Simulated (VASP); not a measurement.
Data:

```yaml
crystal:
  lattice:
    - [10.93707, 0.00000, 0.00000]
    - [0.00000, 10.93707, 0.00000]
    - [0.00000, 0.00000, 10.93707]
  atoms:
    - { symbol: Si, position: [0.50002, 0.00056, 0.00021] }
    - { symbol: Si, position: [0.62461, 0.12574, 0.12601] }
    - { symbol: Si, position: [0.74968, 0.25039, 0.00042] }
    - { symbol: Si, position: [0.87436, 0.37562, 0.12586] }
    - { symbol: Si, position: [0.74974, 0.00016, 0.25066] }
    - { symbol: Si, position: [0.87438, 0.12581, 0.37568] }
    - { symbol: Si, position: [0.00002, 0.00007, 0.00010] }
    - { symbol: Si, position: [0.12522, 0.12516, 0.12520] }
    - { symbol: Si, position: [0.25045, 0.25047, 0.99989] }
    - { symbol: Si, position: [0.37553, 0.37532, 0.12556] }
    - { symbol: Si, position: [0.50004, 0.50004, 0.00012] }
    - { symbol: Si, position: [0.62476, 0.62463, 0.12566] }
    - { symbol: Si, position: [0.74957, 0.74963, 0.99986] }
    - { symbol: Si, position: [0.87492, 0.87489, 0.12520] }
    - { symbol: Si, position: [0.25063, 0.99999, 0.25075] }
    - { symbol: Si, position: [0.37553, 0.12583, 0.37556] }
    - { symbol: Si, position: [0.50072, 0.25227, 0.25230] }
    - { symbol: Si, position: [0.62048, 0.37967, 0.37972] }
    - { symbol: Si, position: [0.74799, 0.49944, 0.25218] }
    - { symbol: Si, position: [0.87452, 0.62456, 0.37543] }
    - { symbol: Si, position: [0.49997, 0.00021, 0.50005] }
    - { symbol: Si, position: [0.62464, 0.12568, 0.62461] }
    - { symbol: Si, position: [0.74795, 0.25217, 0.49947] }
    - { symbol: Si, position: [0.87449, 0.37540, 0.62472] }
    - { symbol: Si, position: [0.74944, 0.99987, 0.74961] }
    - { symbol: Si, position: [0.87483, 0.12513, 0.87489] }
    - { symbol: Si, position: [0.00001, 0.50004, 0.00035] }
    - { symbol: Si, position: [0.12563, 0.62459, 0.12587] }
    - { symbol: Si, position: [0.25044, 0.74976, 0.00036] }
    - { symbol: Si, position: [0.37571, 0.87476, 0.12559] }
    - { symbol: Si, position: [0.99987, 0.25044, 0.25053] }
    - { symbol: Si, position: [0.12558, 0.37548, 0.37552] }
    - { symbol: Si, position: [0.25194, 0.50041, 0.25196] }
    - { symbol: Si, position: [0.37851, 0.62170, 0.37836] }
    - { symbol: Si, position: [0.49959, 0.74836, 0.25176] }
    - { symbol: Si, position: [0.62456, 0.87450, 0.37561] }
    - { symbol: Si, position: [0.99988, 0.00039, 0.50007] }
    - { symbol: Si, position: [0.12565, 0.12555, 0.62460] }
    - { symbol: Si, position: [0.25200, 0.25203, 0.50068] }
    - { symbol: Si, position: [0.37911, 0.37923, 0.62094] }
    - { symbol: Si, position: [0.62145, 0.62122, 0.62169] }
    - { symbol: Si, position: [0.74817, 0.74811, 0.50066] }
    - { symbol: Si, position: [0.87452, 0.87466, 0.62448] }
    - { symbol: Si, position: [0.25057, 0.00013, 0.74970] }
    - { symbol: Si, position: [0.37557, 0.12579, 0.87444] }
    - { symbol: Si, position: [0.49956, 0.25209, 0.74808] }
    - { symbol: Si, position: [0.62467, 0.37539, 0.87468] }
    - { symbol: Si, position: [0.74830, 0.50040, 0.74839] }
    - { symbol: Si, position: [0.87452, 0.62439, 0.87452] }
    - { symbol: Si, position: [0.00023, 0.74980, 0.25066] }
    - { symbol: Si, position: [0.12548, 0.87476, 0.37581] }
    - { symbol: Si, position: [0.99999, 0.50002, 0.50012] }
    - { symbol: Si, position: [0.12560, 0.62462, 0.62474] }
    - { symbol: Si, position: [0.25174, 0.74825, 0.49953] }
    - { symbol: Si, position: [0.37561, 0.87442, 0.62467] }
    - { symbol: Si, position: [0.00031, 0.25052, 0.74975] }
    - { symbol: Si, position: [0.12564, 0.37573, 0.87469] }
    - { symbol: Si, position: [0.25197, 0.49948, 0.74828] }
    - { symbol: Si, position: [0.37532, 0.62460, 0.87461] }
    - { symbol: Si, position: [0.50051, 0.74824, 0.74847] }
    - { symbol: Si, position: [0.62427, 0.87473, 0.87469] }
    - { symbol: Si, position: [0.99989, 0.74962, 0.74962] }
    - { symbol: Si, position: [0.12514, 0.87492, 0.87492] }
```
Cell charge -1.

The numbers are results of HSE06 screened hybrid, VASP's PBE PAW potentials (set 64) (plane waves; VASP), not measurements. Settings: PREC = Normal, LREAL = Auto, ISYM = 0, NELECT = 253.0, EDIFF = 1E-5, 400 eV cut-off, 1×1×1 Γ-centred mesh, Gaussian smearing of 0.050 eV, potentials Si. Starting moments (MAGMOM): 63*0.0476. The cell's moment is fixed (NUPDOWN = 3).

The cell is charged, with a uniform compensating background. The supercell is sampled at Γ alone, which is coarse: total energies, pressure and levels can be off, energies of defects by several tenths of an eV.

Q: Predict the cell moment, energy per atom (σ→0), largest force.

A: 
```
Property                           Result
---------------------  ------------------
cell moment                       3.00 μB
energy per atom (σ→0)  -583.8 kJ/mol-atom
largest force                  0.166 eV/Å
```

Q: Give the moment on each site (PAW-sphere projection).

A: 
```json
[
 {"site": "Si1", "moment (μB)": "0.02"},
 {"site": "Si2", "moment (μB)": "0.01"},
 {"site": "Si3", "moment (μB)": "0.00"},
 {"site": "Si4", "moment (μB)": "0.01"},
 {"site": "Si5", "moment (μB)": "0.00"},
 {"site": "Si6", "moment (μB)": "0.01"},
 {"site": "Si7", "moment (μB)": "0.00"},
 {"site": "Si8", "moment (μB)": "0.00"},
 {"site": "Si9", "moment (μB)": "0.00"},
 {"site": "Si10", "moment (μB)": "0.00"},
 {"site": "Si11", "moment (μB)": "0.00"},
 {"site": "Si12", "moment (μB)": "0.00"},
 {"site": "Si13", "moment (μB)": "0.00"},
 {"site": "Si14", "moment (μB)": "0.00"},
 {"site": "Si15", "moment (μB)": "0.00"},
 {"site": "Si16", "moment (μB)": "0.00"},
 {"site": "Si17", "moment (μB)": "0.01"},
 {"site": "Si18", "moment (μB)": "0.21"},
 {"site": "Si19", "moment (μB)": "0.01"},
 {"site": "Si20", "moment (μB)": "0.00"},
 {"site": "Si21", "moment (μB)": "0.00"},
 {"site": "Si22", "moment (μB)": "0.00"},
 {"site": "Si23", "moment (μB)": "0.01"},
 {"site": "Si24", "moment (μB)": "0.00"},
 {"site": "Si25", "moment (μB)": "0.00"},
 {"site": "Si26", "moment (μB)": "0.00"},
 {"site": "Si27", "moment (μB)": "0.02"},
 {"site": "Si28", "moment (μB)": "0.01"},
 {"site": "Si29", "moment (μB)": "0.00"},
 {"site": "Si30", "moment (μB)": "0.01"},
 {"site": "Si31", "moment (μB)": "0.00"},
 {"site": "Si32", "moment (μB)": "0.00"},
 {"site": "Si33", "moment (μB)": "0.01"},
 {"site": "Si34", "moment (μB)": "0.21"},
 {"site": "Si35", "moment (μB)": "0.01"},
 {"site": "Si36", "moment (μB)": "0.00"},
 {"site": "Si37", "moment (μB)": "0.02"},
 {"site": "Si38", "moment (μB)": "0.01"},
 {"site": "Si39", "moment (μB)": "0.01"},
 {"site": "Si40", "moment (μB)": "0.21"},
 {"site": "Si41", "moment (μB)": "0.21"},
 {"site": "Si42", "moment (μB)": "0.01"},
 {"site": "Si43", "moment (μB)": "0.01"},
 {"site": "Si44", "moment (μB)": "0.00"},
 {"site": "Si45", "moment (μB)": "0.01"},
 {"site": "Si46", "moment (μB)": "0.01"},
 {"site": "Si47", "moment (μB)": "0.00"},
 {"site": "Si48", "moment (μB)": "0.01"},
 {"site": "Si49", "moment (μB)": "0.01"},
 {"site": "Si50", "moment (μB)": "0.00"},
 {"site": "Si51", "moment (μB)": "0.01"},
 {"site": "Si52", "moment (μB)": "0.00"},
 {"site": "Si53", "moment (μB)": "0.00"},
 {"site": "Si54", "moment (μB)": "0.01"},
 {"site": "Si55", "moment (μB)": "0.00"},
 {"site": "Si56", "moment (μB)": "0.00"},
 {"site": "Si57", "moment (μB)": "0.01"},
 {"site": "Si58", "moment (μB)": "0.01"},
 {"site": "Si59", "moment (μB)": "0.00"},
 {"site": "Si60", "moment (μB)": "0.01"},
 {"site": "Si61", "moment (μB)": "0.01"},
 {"site": "Si62", "moment (μB)": "0.00"},
 {"site": "Si63", "moment (μB)": "0.00"}
]
```

The absolute energy has meaning only against runs of the same code, potentials and settings.

The cell is a supercell with a defect, built from Si (diamond): vac_Si, charge -1. The cell's shape comes from a PBE relaxation.
